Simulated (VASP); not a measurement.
Consider the following.

```
CELL_PARAMETERS angstrom
      0.00000     2.88957     2.88957
      2.88957     0.00000     2.88957
      2.88957     2.88957     0.00000
ATOMIC_POSITIONS crystal
  Te 0.25000 0.25000 0.25000
  Cu 0.00000 0.00000 0.00000
```

Level of theory: PBE GGA, VASP's PBE PAW potentials (set 64) (plane waves; VASP). Run with EDIFF = 1E-2, 400 eV cut-off, 7×7×7 Γ-centred mesh, Gaussian smearing of 0.050 eV, potentials Te Cu.

Unless said otherwise, spin-orbit coupling is left out, though it shifts the bands of the heavy elements here.

Q: Estimate the energy per atom (σ→0), pressure, band gap (on the k-mesh) with the smallest direct gap where there is one.

A: 
```
Item                                                        Result
------------------------  ----------------------------------------
band gap (on the k-mesh)  none (metal, semimetal or under 0.01 eV)
energy per atom (σ→0)                               -3.440 eV/atom
pressure                                                 -2.38 GPa
```

Total energies compare only between runs with the same potentials, cut-off and functional.

The structure was generated: CuTe was put into the zincblende type (F-43m), which need not be its known phase. The cell was not relaxed at this level. The run is one of a series of settings (EDIFF = 1E-2 against the base run), some of them coarse on purpose. The electron count is odd and the run is not spin-polarised, which forces a metal.
